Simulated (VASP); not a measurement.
Data:

```
Co
1.0
    1.25500    -2.17372     0.00000
    1.25500     2.17372     0.00000
    0.00000     0.00000     4.07000
Co
2
Direct
  0.33333   0.66667   0.25000
  0.66667   0.33333   0.75000
```
Starting moments (μB, in the order of the record's atoms Co Co): 2.0 2.0.

The numbers are results of PBE GGA, VASP's PBE PAW potentials (set 64) (plane waves; VASP), not measurements. Settings: 300 eV cut-off, 13×13×7 Γ-centred mesh, Fermi-Dirac smearing of 0.14 eV, potentials Co.

At this cut-off the stress carries a Pulay error, which pulls relaxed volumes low. Energy and stress use the plane-wave basis of the starting cell.

Question: The ions, cell shape and volume are relaxed. Which structure does the run end with?

Answer: 
```
Co
1.0
    1.24484    -2.15613     0.00000
    1.24484     2.15613     0.00000
    0.00000     0.00000     4.03404
Co
2
Direct
  0.33333   0.66667   0.25000
  0.66667   0.33333   0.75000
```
Space group P6_3/mmc (194), at a tolerance of 0.03 Å. The cell ends with 3.18 μB, on the sites 1.61 1.61 μB.

Question: How do energy and volume change from the first to the last step?

Answer: The energy (σ→0) changes by -5.3 meV/atom and the volume by -2.5 %, in 5 ionic steps.

```json
[
 {"step": "1", "E(σ→0) (eV)": "-14.0790", "max force (eV/Å)": "0.000", "pressure (GPa)": "-5.19", "volume (Å³)": "22.21"},
 {"step": "2", "E(σ→0) (eV)": "-14.0796", "max force (eV/Å)": "0.000", "pressure (GPa)": "6.09", "volume (Å³)": "21.07"},
 {"step": "3", "E(σ→0) (eV)": "-14.0896", "max force (eV/Å)": "0.000", "pressure (GPa)": "-0.03", "volume (Å³)": "21.65"},
 {"step": "4", "E(σ→0) (eV)": "-14.0896", "max force (eV/Å)": "0.000", "pressure (GPa)": "0.08", "volume (Å³)": "21.64"},
 {"step": "5", "E(σ→0) (eV)": "-14.0896", "max force (eV/Å)": "0.000", "pressure (GPa)": "-0.04", "volume (Å³)": "21.66"}
]
```

The structure is a typed Co crystal (P6_3/mmc). This run relaxes it. Symmetry was kept, so distortions that lower it aren't found. The run is one of a series of settings (EDIFFG = -0.01, IBRION = 2, ISIF = 3, NSW = 50 against the base run), some of them coarse on purpose.
